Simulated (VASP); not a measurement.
Consider the following.

```
Ca
1.0
    0.00000     2.79000     2.79000
    2.79000     0.00000     2.79000
    2.79000     2.79000     0.00000
Ca
1
Direct
  0.00000   0.00000   0.00000
```

All values below come from vdW-DF-cx, VASP's PBE PAW potentials (set 64) (plane waves; VASP 6.6.1). Run with 520 eV cut-off, 10×10×10 Γ-centred mesh, first-order Methfessel-Paxton smearing of 0.10 eV, potentials Ca_sv.

Energy and stress use the plane-wave basis of the starting cell.

The ions, cell shape and volume are relaxed. Predict the relaxed structure.

```
Ca
1.0
    0.00000     2.73815     2.73815
    2.73815     0.00000     2.73815
    2.73815     2.73815     0.00000
Ca
1
Cartesian
  0.00000   0.00000   0.00000
```
Space group Fm-3m (225), at a tolerance of 0.03 Å.

How do energy and volume change from the first to the last step?

The energy (σ→0) changes by -7.2 meV/atom and the volume by -5.5 %, in 3 ionic steps.

The compound is Ca in the fcc structure. This run relaxes it. Symmetry was kept, so distortions that lower it aren't found.
